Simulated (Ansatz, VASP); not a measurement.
**One calculation of SrPb2N2, two programs**

The input INCAR:

```
PREC = Accurate ; ENCUT = 520
EDIFF = 1E-7 ; ISMEAR = 0
SIGMA = 0.01 ; LREAL = False
LASPH = True ; NELM = 60
ALGO = Normal ; ISIF = 2
LWAVE = False ; LCHARG = False
GGA = RE ; NBANDS = 32
```

The input KPOINTS:

```
regular mesh
0
Gamma
  4 4 2
```

File POSCAR:

```
SrPb2N2
1.0
    3.5824279500      0.0000000000      0.0000000000
   -1.7912139800      3.1024736100      0.0000000000
    0.0000000000      0.0000000000      9.4849625000
Sr Pb N
1 2 2
Direct
    0.0000000000      0.0000000000      0.5000000000
    0.6666666700      0.3333333300      0.1938648700
    0.3333333300      0.6666666700      0.8061351300
    0.6666666700      0.3333333300      0.6723287300
    0.3333333300      0.6666666700      0.3276712700
```

Input for Ansatz:

```yaml
crystal:
  lattice:
    - [3.58242795, 0.0, 0.0]
    - [-1.79121398, 3.10247361, 0.0]
    - [0.0, 0.0, 9.4849625]
  atoms:
    - { symbol: Sr, position: [0.0, 0.0, 0.5] }
    - { symbol: Pb, position: [0.6666666700000001, 0.33333333, 0.19386487] }
    - { symbol: Pb, position: [0.3333333299999999, 0.66666667, 0.80613513] }
    - { symbol: "N", position: [0.6666666700000001, 0.33333333, 0.67232873] }
    - { symbol: "N", position: [0.3333333299999999, 0.66666667, 0.32767127] }
accuracy: low
kpoints:
  mp_grid:
    grid: [4, 4, 2]
  band_path:
    path:
      - [0.0, 0.0, 0.0]
      - [0.5, 0.0, 0.0]
      - [0.33333, 0.33333, 0.0]
      - [0.0, 0.0, 0.0]
      - [0.0, 0.0, 0.5]
    npoints: 10
hamiltonian:
  xc: revpbe
  pseudopotentials:
    kind: nc
scf:
  convergence:
    dr2_threshold: 1.0e-08
  occupations:
    method: fixed
  eigensolver:
    kind: auto
output:
  write_density: true
```

The cell comes from a database or a generator and needn't be the stable form of this composition.

Alike in both runs: task single point; functional revPBE; k mesh 4 × 4 × 2; no spin polarisation.

```csv
,VASP,Ansatz
version,VASP 6.6.1,Ansatz 0.2.0
potentials or method,"VASP PAW PBE potentials, release 64 (Sr_sv, Pb_d, N)","plane waves, norm-conserving potentials"
plane-wave cutoff (eV),520,1240
occupations,"gaussian, width 0.01 eV",fixed
valence electrons in the cell,48,48
```

|  | VASP | Ansatz | Ansatz less VASP |
| --- | --- | --- | --- |
| gap on the k mesh at the Fermi level (eV) | 0.37 | 0.41 | +0.039 |

Caveats: the k mesh is coarse (spacing up to 0.51 Å⁻¹), so the values aren't converged; spin-orbit coupling is left out, which as a rule narrows the gap of such compounds by several tenths of an eV.
